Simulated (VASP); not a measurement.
Consider the following.

```yaml
crystal:
  lattice:
    - [0.00000, 3.29087, 3.29087]
    - [3.29087, 0.00000, 3.29087]
    - [3.29087, 3.29087, 0.00000]
  atoms:
    - { symbol: Sr, position: [0.00000, 0.00000, 0.00000] }
    - { symbol: Te, position: [0.50000, 0.50000, 0.50000] }
```

These are PW91 GGA, VASP's PBE PAW potentials (set 64) (plane waves; VASP) values and carry that method's errors. Run with 520 eV cut-off, 7×7×7 Γ-centred mesh, Gaussian smearing of 0.050 eV, potentials Sr_sv Te.

Problem. The job: SrTe (rock salt), 2 atoms, PW91, static run, 520 eV, 7×7×7 Γ-centred mesh. Roughly how much core time does it take on a busy server core?

Solution. About 10 core-seconds (one run on a shared machine, a rough figure). It had 20 irreducible k-points, 12 bands, up to 1940 plane waves and 13 electronic steps.

The compound is SrTe in the rock salt structure. This cell is one point of a volume scan, at 0.94 of the reference volume.
